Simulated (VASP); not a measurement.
```yaml
crystal:
  lattice:
    - [4.70660, 0.00000, 0.00000]
    - [0.00000, 4.70660, 0.00000]
    - [0.00000, 0.00000, 4.70660]
  atoms:
    - { symbol: Fe, position: [0.86527, 0.63473, 0.36527], spin: 2.2 }
    - { symbol: Fe, position: [0.36527, 0.86527, 0.63473], spin: 2.2 }
    - { symbol: Fe, position: [0.13473, 0.13473, 0.13473], spin: 2.2 }
    - { symbol: Fe, position: [0.63473, 0.36527, 0.86527], spin: 2.2 }
    - { symbol: Ge, position: [0.15537, 0.34463, 0.65537], spin: -0.1 }
    - { symbol: Ge, position: [0.65537, 0.15537, 0.34463], spin: -0.1 }
    - { symbol: Ge, position: [0.84463, 0.84463, 0.84463], spin: -0.1 }
    - { symbol: Ge, position: [0.34463, 0.65537, 0.15537], spin: -0.1 }
```

Method: r2SCAN meta-GGA, VASP's PBE PAW potentials (set 64) (plane waves; VASP). Settings: 400 eV cut-off, 7×7×7 Γ-centred mesh, tetrahedra with Blöchl corrections, potentials Fe Ge_d.

Predict the cell moment, energy per atom (σ→0), band gap (over mesh and band path) with the smallest direct gap where there is one.

- band gap (over mesh and band path): none (metal, semimetal or under 0.01 eV)
- cell moment: 7.94 μB
- energy per atom (σ→0): -14.011 eV/atom

Give the moment on each site (PAW-sphere projection).

```json
[
 {"site": "Fe1", "moment (μB)": "2.22"},
 {"site": "Fe2", "moment (μB)": "2.22"},
 {"site": "Fe3", "moment (μB)": "2.22"},
 {"site": "Fe4", "moment (μB)": "2.22"},
 {"site": "Ge5", "moment (μB)": "-0.13"},
 {"site": "Ge6", "moment (μB)": "-0.13"},
 {"site": "Ge7", "moment (μB)": "-0.13"},
 {"site": "Ge8", "moment (μB)": "-0.13"}
]
```

Only differences to runs with the same potentials and settings are physical.

The compound is FeGe in the B20 structure. It was relaxed first.
